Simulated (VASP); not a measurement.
# A VASP study of Ni2SeS (AM05): structure first, properties next, part 5 of 5

Aim: relax Ni2SeS, then compute properties on the relaxed cell. The cell is invented: it takes the structure of a Materials Project entry for Mg2SeS (space group 115 there), with some of its atoms replaced by other elements, volume scaled by an estimate. It may not be a known or stable phase. Left out of this account: 1 further run (bands with AM05: it shows nothing beyond the runs told).

VASP 6.6.1; AM05, spin-polarised from a ferromagnetic start; plane waves and PAW (Se, Ni, S); invented cell.

Still holding for the runs below: The k-mesh is coarse for a metal.

So far. Step 8 (Volume scan with AM05 (run 2)): The pressure falls from 8.00 to 5.01 GPa. Step 8 (Volume scan with AM05 (run 2)): The run ends at a pressure of 5.01 GPa, with forces up to 0.0049 eV/Å.

## Step 9: Volume scan with AM05 (run 3)

Input file INCAR:

```
SYSTEM = Ni2SeS
PREC = Accurate
ENCUT = 400
EDIFF = 1E-06
NELM = 100
ISMEAR = 0
SIGMA = 0.05
LREAL = .FALSE.
ALGO = Normal
GGA = AM
NBANDS = 24
ISPIN = 2
MAGMOM = 0 1 1 0
LMAXMIX = 4
LORBIT = 11
LWAVE = .FALSE.
LCHARG = .FALSE.
KPAR = 2
ISIF = 2
```

Input file POSCAR:

```
Ni2SeS
1.0
    3.6940529360      0.0000000000      0.0000000000
    0.0000000000      3.6940529360      0.0000000000
    0.0000000000      0.0000000000      4.7451856840
Se Ni S
1 2 1
Direct
    0.5000000000      0.5000000000      0.0000000000
    0.5000000000      0.0000000000      0.2817786013
    0.0000000000      0.5000000000      0.7182213987
    0.0000000000      0.0000000000      0.5000000000
```

Input file KPOINTS:

```
Automatic mesh
0
Gamma
6 6 5
0 0 0
```

PAW data sets: Se, Ni and S (PBE family, release 64).

Run with:

```console
> mpirun -np 2 vasp_std
```

Log:

```text
[... set-up lines as in an earlier step ...]
 entering main loop
       N       E                     dE             d eps       ncg     rms          rms(c)
DAV:   1     0.190279015581E+03    0.19028E+03   -0.12316E+04  2880   0.123E+03
DAV:   2    -0.733683643271E+01   -0.19762E+03   -0.18480E+03  3048   0.278E+02
DAV:   3    -0.227298527803E+02   -0.15393E+02   -0.14998E+02  3608   0.900E+01
DAV:   4    -0.231080145736E+02   -0.37816E+00   -0.37755E+00  3400   0.148E+01
[...]
DAV:  14    -0.206713628995E+02   -0.30255E-05   -0.87224E-06  3968   0.332E-02    0.240E-02
DAV:  15    -0.206713658775E+02   -0.29780E-05   -0.78638E-06  3840   0.266E-02    0.819E-03
DAV:  16    -0.206713666794E+02   -0.80194E-06   -0.10260E-06  2480   0.887E-03
   1 F= -.20671367E+02 E0= -.20670186E+02  d E =-.236147E-02  mag=     0.0001
```

Elapsed: 37 s, on 2 MPI ranks of AMD EPYC 7R43, shared host; peak memory 0.31 GiB.

From OUTCAR (step 9):

```text
  Total        1.0087218      1.0087218      0.8309535      0.0000000      0.0000000      0.0000000
  in kB       24.9587340     24.9587340     20.5602254      0.0000000      0.0000000      0.0000000
  external PRESSURE =      23.4925645 kB  Pullay stress =       0.0000000 kB

 POSITION                                       TOTAL-FORCE (eV/Angst)
 -----------------------------------------------------------------------------------
      1.84703      1.84703      0.00000        -0.000000     -0.000000      0.000000
      1.84703      0.00000      1.33709         0.000000      0.000000      0.001821
      0.00000      1.84703      3.40809        -0.000000      0.000000     -0.001821
      0.00000      0.00000      2.37259        -0.000000      0.000000      0.000000
 -----------------------------------------------------------------------------------
    total drift:                                0.000000      0.000000      0.000000

  FREE ENERGIE OF THE ION-ELECTRON SYSTEM (eV)
  ---------------------------------------------------
  free  energy   TOTEN  =       -20.6713666794 eV

  energy  without entropy=      -20.6690052077  energy(sigma->0) =      -20.67018594

 magnetization (x)
# of ion       s       p       d       tot
------------------------------------------
    1       -0.000  -0.000   0.000  -0.000
    2        0.000   0.000   0.000   0.000
    3        0.000   0.000   0.000   0.000
    4       -0.000  -0.000   0.000  -0.000
--------------------------------------------------
tot          0.000  -0.000   0.000   0.000

[... 1 part as in an earlier step ...]

[... 2 further parts left out ...]
[key lines of the parts left out:]
E-fermi :   6.1466
```

The pressure falls from 5.01 to 2.35 GPa.

The run ends at a pressure of 2.35 GPa, with forces up to 0.0018 eV/Å.

## Step 10: Volume scan with AM05 (run 4)

INCAR is that of step 9.

Input file POSCAR:

```
Ni2SeS
1.0
    3.7190135103      0.0000000000      0.0000000000
    0.0000000000      3.7190135103      0.0000000000
    0.0000000000      0.0000000000      4.7772487220
Se Ni S
1 2 1
Direct
    0.5000000000      0.5000000000      0.0000000000
    0.5000000000      0.0000000000      0.2817786013
    0.0000000000      0.5000000000      0.7182213987
    0.0000000000      0.0000000000      0.5000000000
```

KPOINTS is that of step 9.

Run with:

```console
> mpirun -np 2 vasp_std
```

Log:

```text
[... set-up lines as in an earlier step ...]
 entering main loop
       N       E                     dE             d eps       ncg     rms          rms(c)
[... 1 cycle as in an earlier step ...]
DAV:   2    -0.740423529492E+01   -0.19674E+03   -0.18438E+03  3032   0.278E+02
DAV:   3    -0.227406510184E+02   -0.15336E+02   -0.14960E+02  3592   0.891E+01
DAV:   4    -0.231193045471E+02   -0.37865E+00   -0.37807E+00  3416   0.147E+01
DAV:   5    -0.231305751438E+02   -0.11271E-01   -0.11268E-01  3568   0.253E+00    0.182E+01
DAV:   6    -0.255749073034E+02   -0.24443E+01   -0.36250E+01  3360   0.112E+02    0.241E+01
DAV:   7    -0.205464347953E+02    0.50285E+01   -0.12313E+01  3384   0.827E+01    0.603E+00
[... 1 cycle as in an earlier step ...]
DAV:   9    -0.206798822119E+02    0.29620E-01   -0.74628E-02  3992   0.420E+00    0.118E+00
DAV:  10    -0.206821653701E+02   -0.22832E-02   -0.79523E-03  4008   0.793E-01    0.614E-01
DAV:  11    -0.206824112581E+02   -0.24589E-03   -0.33154E-03  3760   0.750E-01    0.145E-01
DAV:  12    -0.206825608868E+02   -0.14963E-03   -0.12315E-03  3872   0.310E-01    0.643E-02
DAV:  13    -0.206825858081E+02   -0.24921E-04   -0.63375E-05  3488   0.704E-02    0.328E-02
DAV:  14    -0.206825874372E+02   -0.16290E-05   -0.78284E-06  3992   0.305E-02    0.265E-02
DAV:  15    -0.206825916099E+02   -0.41728E-05   -0.95110E-06  3808   0.308E-02    0.711E-03
DAV:  16    -0.206825929188E+02   -0.13088E-05   -0.17337E-06  2880   0.100E-02    0.420E-03
DAV:  17    -0.206825931419E+02   -0.22312E-06   -0.24472E-07  2080   0.522E-03
   1 F= -.20682593E+02 E0= -.20681412E+02  d E =-.236309E-02  mag=    -0.0000
```

Run time: 38 s. Hardware: 2 MPI ranks; peak memory 0.31 GiB.

Parts of OUTCAR (step 10):

```text
  Total       -0.0070705     -0.0070705     -0.0378485      0.0000000      0.0000000      0.0000000
  in kB       -0.1714463     -0.1714463     -0.9177534      0.0000000      0.0000000      0.0000000
  external PRESSURE =      -0.4202153 kB  Pullay stress =       0.0000000 kB

  FREE ENERGIE OF THE ION-ELECTRON SYSTEM (eV)
  ---------------------------------------------------
  free  energy   TOTEN  =       -20.6825931419 eV

  energy  without entropy=      -20.6802300545  energy(sigma->0) =      -20.68141160

[... 4 parts as in an earlier step ...]

[... 1 further part left out ...]
[key lines of the parts left out:]
E-fermi :   5.9065
```

The pressure falls from 2.35 to -0.04 GPa.

The run ends at a pressure of -0.04 GPa, with forces up to 0.0082 eV/Å.

## Step 11: Volume scan with AM05 (run 5)

INCAR is that of step 10.

Input file POSCAR:

```
Ni2SeS
1.0
    3.7436434566      0.0000000000      0.0000000000
    0.0000000000      3.7436434566      0.0000000000
    0.0000000000      0.0000000000      4.8088870528
Se Ni S
1 2 1
Direct
    0.5000000000      0.5000000000      0.0000000000
    0.5000000000      0.0000000000      0.2817786013
    0.0000000000      0.5000000000      0.7182213987
    0.0000000000      0.0000000000      0.5000000000
```

KPOINTS is that of step 10.

Run with:

```console
> mpirun -np 2 vasp_std
```

Log:

```text
[... set-up lines as in an earlier step ...]
 entering main loop
       N       E                     dE             d eps       ncg     rms          rms(c)
DAV:   1     0.188554989390E+03    0.18855E+03   -0.12285E+04  2880   0.122E+03
DAV:   2    -0.724525289520E+01   -0.19580E+03   -0.18325E+03  3040   0.275E+02
DAV:   3    -0.227327859073E+02   -0.15488E+02   -0.15079E+02  3664   0.895E+01
DAV:   4    -0.231119499673E+02   -0.37916E+00   -0.37872E+00  3344   0.148E+01
[...]
DAV:  15    -0.206752018168E+02   -0.51087E-05   -0.10947E-05  3696   0.322E-02    0.685E-03
DAV:  16    -0.206752031214E+02   -0.13046E-05   -0.18393E-06  2912   0.940E-03    0.432E-03
DAV:  17    -0.206752034149E+02   -0.29346E-06   -0.27770E-07  2120   0.434E-03
   1 F= -.20675203E+02 E0= -.20674056E+02  d E =-.229541E-02  mag=     0.0000
```

The job ended after 42 s (2 MPI ranks; peak memory 0.32 GiB).

Parts of OUTCAR (step 11):

```text
  Total       -0.9408116     -0.9408116     -0.8319354      0.0000000      0.0000000     -0.0000000
  in kB      -22.3655563    -22.3655563    -19.7772831      0.0000000      0.0000000     -0.0000000
  external PRESSURE =     -21.5027986 kB  Pullay stress =       0.0000000 kB

 POSITION                                       TOTAL-FORCE (eV/Angst)
 -----------------------------------------------------------------------------------
      1.87182      1.87182      0.00000        -0.000000      0.000000      0.000000
      1.87182      0.00000      1.35504         0.000000     -0.000000      0.014675
      0.00000      1.87182      3.45385        -0.000000     -0.000000     -0.014675
      0.00000      0.00000      2.40444        -0.000000     -0.000000      0.000000
 -----------------------------------------------------------------------------------
    total drift:                                0.000000      0.000000      0.000000

  FREE ENERGIE OF THE ION-ELECTRON SYSTEM (eV)
  ---------------------------------------------------
  free  energy   TOTEN  =       -20.6752034149 eV

  energy  without entropy=      -20.6729080001  energy(sigma->0) =      -20.67405571

[... 2 parts as in an earlier step ...]

[... 2 further parts left out ...]
[key lines of the parts left out:]
E-fermi :   5.6751
```

The pressure falls from -0.04 to -2.15 GPa.

The run ends at a pressure of -2.15 GPa, with forces up to 0.015 eV/Å.

## Step 12: Volume scan with AM05 (run 6)

INCAR is that of step 11.

Input file POSCAR:

```
Ni2SeS
1.0
    3.7679535109      0.0000000000      0.0000000000
    0.0000000000      3.7679535109      0.0000000000
    0.0000000000      0.0000000000      4.8401144671
Se Ni S
1 2 1
Direct
    0.5000000000      0.5000000000      0.0000000000
    0.5000000000      0.0000000000      0.2817786013
    0.0000000000      0.5000000000      0.7182213987
    0.0000000000      0.0000000000      0.5000000000
```

KPOINTS is that of step 11.

Run with:

```console
> mpirun -np 2 vasp_std
```

Log:

```text
[... set-up lines as in an earlier step ...]
 entering main loop
       N       E                     dE             d eps       ncg     rms          rms(c)
DAV:   1     0.188898134918E+03    0.18890E+03   -0.12248E+04  2880   0.121E+03
DAV:   2    -0.732087251201E+01   -0.19622E+03   -0.18300E+03  3072   0.274E+02
DAV:   3    -0.227134590356E+02   -0.15393E+02   -0.15005E+02  3576   0.890E+01
DAV:   4    -0.230890863073E+02   -0.37563E+00   -0.37518E+00  3384   0.148E+01
[...]
DAV:  15    -0.206513750488E+02   -0.47166E-05   -0.10989E-05  3672   0.289E-02    0.694E-03
DAV:  16    -0.206513761850E+02   -0.11362E-05   -0.15868E-06  2904   0.117E-02    0.430E-03
DAV:  17    -0.206513765163E+02   -0.33132E-06   -0.41507E-07  2064   0.525E-03
   1 F= -.20651377E+02 E0= -.20650290E+02  d E =-.217339E-02  mag=    -0.0000
```

Run time: 49 s. Hardware: 2 MPI ranks; peak memory 0.35 GiB; 96 s of CPU time.

Parts of OUTCAR (step 12):

```text
  Total       -1.8070130     -1.8070130     -1.5641025      0.0000000      0.0000000      0.0000000
  in kB      -42.1313279    -42.1313279    -36.4677603      0.0000000      0.0000000      0.0000000
  external PRESSURE =     -40.2434720 kB  Pullay stress =       0.0000000 kB

 POSITION                                       TOTAL-FORCE (eV/Angst)
 -----------------------------------------------------------------------------------
      1.88398      1.88398      0.00000         0.000000      0.000000      0.000000
      1.88398      0.00000      1.36384         0.000000      0.000000      0.020320
      0.00000      1.88398      3.47627         0.000000     -0.000000     -0.020320
      0.00000      0.00000      2.42006         0.000000     -0.000000      0.000000
 -----------------------------------------------------------------------------------
    total drift:                                0.000000      0.000000      0.000000

  FREE ENERGIE OF THE ION-ELECTRON SYSTEM (eV)
  ---------------------------------------------------
  free  energy   TOTEN  =       -20.6513765163 eV

  energy  without entropy=      -20.6492031220  energy(sigma->0) =      -20.65028982

 magnetization (x)
# of ion       s       p       d       tot
------------------------------------------
    1        0.000  -0.000  -0.000  -0.000
    2        0.000   0.000   0.000   0.000
    3        0.000   0.000   0.000   0.000
    4       -0.000  -0.000   0.000  -0.000
--------------------------------------------------
tot          0.000  -0.000   0.000   0.000

[... 1 part as in an earlier step ...]

[... 2 further parts left out ...]
[key lines of the parts left out:]
E-fermi :   5.4523
```

The pressure falls from -2.15 to -4.02 GPa.

The run ends at a pressure of -4.02 GPa, with forces up to 0.020 eV/Å.

## Step 13: Volume scan with AM05 (run 7)

A prediction first. A parabola through the 6 pressures of evenly scaled cells so far, P = -0.04 -112.5 t +281 t² GPa with t = ln(V/V₁) and V₁ the volume at scale 1, gives -5.64 GPa at t = +0.0583.

INCAR is that of step 12.

Input file POSCAR:

```
Ni2SeS
1.0
    3.7919538619      0.0000000000      0.0000000000
    0.0000000000      3.7919538619      0.0000000000
    0.0000000000      0.0000000000      4.8709440529
Se Ni S
1 2 1
Direct
    0.5000000000      0.5000000000      0.0000000000
    0.5000000000      0.0000000000      0.2817786013
    0.0000000000      0.5000000000      0.7182213987
    0.0000000000      0.0000000000      0.5000000000
```

KPOINTS is that of step 12.

Run with:

```console
> mpirun -np 2 vasp_std
```

Log:

```text
[... set-up lines as in an earlier step ...]
 entering main loop
       N       E                     dE             d eps       ncg     rms          rms(c)
DAV:   1     0.186485852467E+03    0.18649E+03   -0.12233E+04  2888   0.120E+03
DAV:   2    -0.708495908176E+01   -0.19357E+03   -0.18054E+03  3056   0.272E+02
DAV:   3    -0.226698858091E+02   -0.15585E+02   -0.15161E+02  3616   0.892E+01
DAV:   4    -0.230517586095E+02   -0.38187E+00   -0.38133E+00  3328   0.147E+01
[...]
DAV:  15    -0.206129840341E+02   -0.43569E-05   -0.10297E-05  3648   0.250E-02    0.739E-03
DAV:  16    -0.206129851637E+02   -0.11296E-05   -0.15566E-06  2904   0.129E-02    0.438E-03
DAV:  17    -0.206129854894E+02   -0.32569E-06   -0.38575E-07  2096   0.564E-03
   1 F= -.20612985E+02 E0= -.20611969E+02  d E =-.203379E-02  mag=    -0.0001
```

Run time: 52 s. Hardware: 2 MPI ranks; peak memory 0.36 GiB.

OUTCAR, selected parts (step 13):

```text
  Total       -2.6133283     -2.6133283     -2.2449039      0.0000000      0.0000000     -0.0000000
  in kB      -59.7812961    -59.7812961    -51.3533880      0.0000000      0.0000000     -0.0000000
  external PRESSURE =     -56.9719934 kB  Pullay stress =       0.0000000 kB

 POSITION                                       TOTAL-FORCE (eV/Angst)
 -----------------------------------------------------------------------------------
      1.89598      1.89598      0.00000         0.000000      0.000000      0.000000
      1.89598      0.00000      1.37253         0.000000     -0.000000      0.024197
      0.00000      1.89598      3.49842         0.000000     -0.000000     -0.024197
      0.00000      0.00000      2.43547         0.000000     -0.000000      0.000000
 -----------------------------------------------------------------------------------
    total drift:                                0.000000      0.000000      0.000000

  FREE ENERGIE OF THE ION-ELECTRON SYSTEM (eV)
  ---------------------------------------------------
  free  energy   TOTEN  =       -20.6129854894 eV

  energy  without entropy=      -20.6109517008  energy(sigma->0) =      -20.61196860

 magnetization (x)
# of ion       s       p       d       tot
------------------------------------------
    1        0.000  -0.000  -0.000  -0.000
    2        0.000   0.000   0.000   0.000
    3        0.000   0.000   0.000   0.000
    4        0.000  -0.000   0.000  -0.000
--------------------------------------------------
tot          0.000  -0.000   0.000   0.000

[... 1 part as in an earlier step ...]

[... 2 further parts left out ...]
[key lines of the parts left out:]
E-fermi :   5.2379
```

The pressure falls from -4.02 to -5.70 GPa. The parabola predicted -5.64 GPa, +0.06 GPa off.

## Step 14: Comparing the runs

Times are for 2 MPI ranks of AMD EPYC 7R43, shared host. The runs compared:

```tsv
no.	volume scale	energy above the lowest point (meV/atom)	pressure (GPa)	time	memory (GiB)
1	0.94	24.57	8.001	36 s	0.31
2	0.96	10.77	5.006	36 s	0.3
3	0.98	2.81	2.349	37 s	0.31
4	1	0	-0.04202	38 s	0.31
5	1.02	1.84	-2.150	42 s	0.32
6	1.04	7.78	-4.024	49 s	0.35
7	1.06	17.36	-5.697	52 s	0.36
```

## Step 15: Fit for AM05

This step: Birch-Murnaghan fit, AM05; plane waves and PAW; invented cell (VASP 6.6.1).

No new run; the numbers come from the runs before.

This step gave:

| Quantity | Value |
| --- | --- |
| pressure derivative of the bulk modulus | 4.843 |
| r.m.s. error of the fit | 6.04e-6 eV/atom |
| minimum inside the sampled range | yes |
| bulk modulus | 110.9 GPa |
| equilibrium volume of the fit | 16.55 Å³/atom |

Table of energy above the fitted minimum by volume:

```tsv
volume (Å³/atom)	energy above the fitted minimum (eV/atom)
15.527	0.0246
15.858	0.0108
16.188	0.00281
16.519	5.7e-6
16.849	0.00184
17.179	0.00779
17.510	0.0174
```

The fitted volume lies +0.17 % from the relaxed one. At a finite cutoff and mesh the minimum of the energy and the zero of the stress don't quite coincide, and the relaxation stops at a threshold.

## Step 16: What came out

- relaxed volume: 16.52 Å³/atom
- relaxed conventional cell a, b, c: 3.719, 3.719, 4.777 Å
- space group after relaxing, within 0.02 Å: P-4m2 (No. 115)
- moment of the cell (9×9×7 mesh): 0 μB
- band gap: none, a metal
- DOS at the Fermi level: 4.33 states/eV/cell
- bulk modulus from the fit: 111 GPa
- volume from the fit: 16.5 Å³/atom

What this shows: With AM05, Ni2SeS relaxes to 16.52 Å³/atom in space group P-4m2, comes out as a metal, loses the moments it was started with and has a bulk modulus of 111 GPa at fixed shape and positions, an upper bound. Band structure (AM05): Of the bands kept, 6 cross the Fermi level on this path. Spin-orbit coupling is left out; it would split some degenerate bands. The k-sampling is coarse for a metal, so the Fermi level, moments, pressures and the shape of the cell carry errors. Only the typed magnetic starts were tried, so the magnetic ground state may differ and with it the other results. No search among competing phases was made. All values are for a static lattice at zero temperature.

[Lines on the potential files, build, host, timing and source positions are cut from VASP's logs without a mark.]

[Logs are printed without paths, hosts, clocks, repeated set-up lines and the standing remarks that a program may print on its own settings, such as how far it seeks lower states.]

[Hosts, paths, dates, database ids (printed as entryN), source tags and the programs' standing remarks are cut or masked in the printed files.]

[A measured line is paired with the nearest computed mode of its activity, which favours agreement.]
